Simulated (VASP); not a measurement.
AlGa₃Sb₄ (ordered alloy cell): computed properties

Level of theory: PBEsol GGA, VASP's PBE PAW potentials (set 64) (plane waves; VASP 6.6.1).

* **space group**: Amm2 (38)
* **cell**: a = 4.3313 Å, b = 8.6637 Å, c = 12.2371 Å, α = 90.00°, β = 90.00°, γ = 90.00°
* **volume per atom**: 28.70 Å³/atom
* **band gap (over mesh and band path)**: 0.18 eV
* **smallest direct gap (over mesh and band path)**: 0.18 eV
* **band-edge character**: direct, Γ to Γ
* **density**: 5.23 g/cm³

```xyz
8
Lattice="-0.0004 6.1258 6.1185 6.1258 -0.0004 6.1185 3.0627 3.0627 0.0000" Properties=species:S:1:pos:R:3 pbc="T T T"
Ga     6.1254     6.1254    12.2364
Ga     6.1261     9.1874     9.1782
Ga     9.1874     6.1261     9.1782
Sb     1.5314     1.5314     1.5293
Sb     4.5993     1.5261     4.5834
Sb     1.5261     4.5993     4.5834
Sb     4.5941     4.5941     7.6575
Al     6.1254     6.1254     6.1205
```

Unless said otherwise, spin-orbit coupling is left out, though it shifts the bands of the heavy elements here.

The structure was generated: AlGa3Sb4 was put into an ordered model structure (Amm2), which need not be its known phase. It was relaxed first. Symmetry was kept, so distortions that lower it aren't found.
